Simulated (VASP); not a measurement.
Calculation: PBE GGA, VASP's PBE PAW potentials (set 64) (plane waves; VASP).

A VASP calculation is set up with these files.

KPOINTS:
```
Automatic mesh
0
Gamma
 9 9 9
```

**POSCAR**
```
Sr
1
    0.0000000000     3.0400000000     3.0400000000
    3.0400000000     0.0000000000     3.0400000000
    3.0400000000     3.0400000000     0.0000000000
Sr
1
Direct
  0.0000000000   0.0000000000   0.0000000000
```

**INCAR**
```
ALGO = Normal
EDIFF = 1E-6
ENCUT = 400
GGA = PE
ISIF = 2
ISMEAR = 0
LASPH = .True.
LCHARG = .False.
LMAXMIX = 4
LREAL = .False.
LWAVE = .False.
NELECT = 10.02
NELM = 100
PREC = Accurate
SIGMA = 0.05
SYSTEM = Sr
```

POTCAR, in this order: Sr_sv (PBE.64 set). Program: vasp_std.

Output of the run:

OSZICAR:
```
       N       E                     dE             d eps       ncg     rms          rms(c)
DAV:   1     0.296297668485E+02    0.29630E+02   -0.42589E+03   630   0.776E+02
DAV:   2    -0.345705057847E+00   -0.29975E+02   -0.29534E+02   726   0.146E+02
DAV:   3    -0.155920473155E+01   -0.12135E+01   -0.12033E+01   941   0.240E+01
DAV:   4    -0.160077661064E+01   -0.41572E-01   -0.41559E-01   929   0.407E+00
DAV:   5    -0.160209196497E+01   -0.13154E-02   -0.13151E-02  1008   0.448E-01    0.111E+01
DAV:   6    -0.160293300809E+01   -0.84104E-03   -0.65357E-03   724   0.108E+00    0.627E+00
DAV:   7    -0.160333579808E+01   -0.40279E-03   -0.11074E-02   718   0.138E+00    0.290E-01
DAV:   8    -0.160333143041E+01    0.43677E-05   -0.18826E-03   975   0.252E-01    0.133E-01
DAV:   9    -0.160335092718E+01   -0.19497E-04   -0.22255E-05   845   0.540E-02    0.365E-02
DAV:  10    -0.160337141833E+01   -0.20491E-04   -0.93156E-06   755   0.299E-02    0.423E-02
DAV:  11    -0.160337107547E+01    0.34286E-06   -0.46764E-07   453   0.745E-03
   1 F= -.16033711E+01 E0= -.16026045E+01  d E =-.153311E-02
```

**OUTCAR**
```
------------------------ aborting loop because EDIFF is reached ----------------------------------------
  FORCE on cell =-STRESS in cart. coord.  units (eV):
  Direction    XX          YY          ZZ          XY          YZ          ZX
  --------------------------------------------------------------------------------------
  Total       -0.0551595     -0.0551595     -0.0551595      0.0000000     -0.0000000      0.0000000
  in kB       -1.5728241     -1.5728241     -1.5728241      0.0000000     -0.0000000      0.0000000
  external PRESSURE =      -1.5728241 kB  Pullay stress =       0.0000000 kB
  volume of cell :       56.19
      direct lattice vectors                 reciprocal lattice vectors
     0.000000000  3.040000000  3.040000000    -0.164473684  0.164473684  0.164473684
     3.040000000  0.000000000  3.040000000     0.164473684 -0.164473684  0.164473684
     3.040000000  3.040000000  0.000000000     0.164473684  0.164473684 -0.164473684
 POSITION                                       TOTAL-FORCE (eV/Angst)
 -----------------------------------------------------------------------------------
      0.00000      0.00000      0.00000         0.000000      0.000000      0.000000
 -----------------------------------------------------------------------------------
    total drift:                               -0.000000      0.000000     -0.000000
  FREE ENERGIE OF THE ION-ELECTRON SYSTEM (eV)
  ---------------------------------------------------
  free  energy   TOTEN  =        -1.6033710755 eV

  energy  without entropy=       -1.6018379626  energy(sigma->0) =       -1.60260452
```
(Selected blocks of OUTCAR.)

The cell is charged, with a uniform compensating background.

The compound is Sr in the fcc structure. The cell was not relaxed at this level. The run is one of a series of settings (ISMEAR = 0, NELECT = 10.02, SIGMA = 0.05 against the base run), some of them coarse on purpose.
